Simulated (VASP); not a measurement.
Given:

```
PbF2
1.0
    0.00000     2.96987     2.96987
    2.96987     0.00000     2.96987
    2.96987     2.96987     0.00000
Pb F
1 2
Direct
  0.00000   0.00000   0.00000
  0.25000   0.25000   0.25000
  0.75000   0.75000   0.75000
```

Method: rev-vdW-DF2, VASP's PBE PAW potentials (set 64) (plane waves; VASP 6.6.1). Numerical set-up: 520 eV cut-off, Gaussian smearing of 0.050 eV, potentials Pb_d F.

Unless said otherwise, spin-orbit coupling is left out, though it shifts the bands of the heavy elements here.

Question: Give the energies of bands 8 to 17 at the high-symmetry points, in eV from the valence-band maximum.

Answer: 
```
band      Γ      X      U      L      W
----  -----  -----  -----  -----  -----
8     -4.66  -6.39  -6.32  -5.89  -6.34
9     -2.41  -3.48  -3.43  -2.97  -3.66
10    -2.41  -3.48  -3.25  -2.61  -2.62
11    -2.41  -1.50  -2.01  -2.61  -2.62
12    -1.92  -1.50  -1.65  -2.09  -1.56
13    -1.92  -1.50  -1.51  -2.09  -1.44
14    -1.92  -0.15  -0.03  -0.02   0.00
15     6.72   4.40   5.30   4.94   6.03
16     6.72   7.85   6.60   7.63   6.03
17     6.72   7.85   7.84   7.63   7.37
```

The gap is indirect, 4.40 eV, from the valence maximum at W to the conduction minimum at X.

The compound is PbF2 in the fluorite structure, the β form. The cell was not relaxed at this level.
